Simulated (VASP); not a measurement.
Data:

```yaml
crystal:
  lattice:
    - [2.80812, 0.00000, 0.00000]
    - [0.00000, 2.80812, 0.00000]
    - [0.00000, 0.00000, 4.02822]
  atoms:
    - { symbol: Ti, position: [0.00000, 0.00000, 0.00000] }
    - { symbol: Al, position: [0.50000, 0.50000, 0.50000] }
```

Level of theory: revTPSS meta-GGA, VASP's PBE PAW potentials (set 64) (plane waves; VASP 6.6.1). Numerical set-up: 520 eV cut-off, 14×14×10 Γ-centred mesh, tetrahedra with Blöchl corrections, potentials Ti_sv Al.

Task: Give the energies of bands 5 to 10 at the high-symmetry points, in eV from the Fermi level.

Result: 
| band | Γ | X | M | Z | R | A |
|---|---|---|---|---|---|---|
| 5 | -9.16 | -4.63 | -3.27 | -7.66 | -5.00 | -2.59 |
| 6 | -1.93 | -4.62 | -0.50 | -5.32 | -3.02 | -2.34 |
| 7 | -0.92 | -1.73 | -0.50 | -0.73 | -1.21 | -2.34 |
| 8 | -0.33 | -0.27 | -0.49 | 0.69 | -1.21 | 1.92 |
| 9 | 2.27 | 1.90 | -0.21 | 1.89 | 1.45 | 2.24 |
| 10 | 2.27 | 2.65 | -0.21 | 1.89 | 1.95 | 2.60 |

It has no gap at this level: it comes out as a metal or semimetal.

The compound is TiAl in the L1_0 structure. It was relaxed first. The electron count is odd and the run is not spin-polarised, which forces a metal.
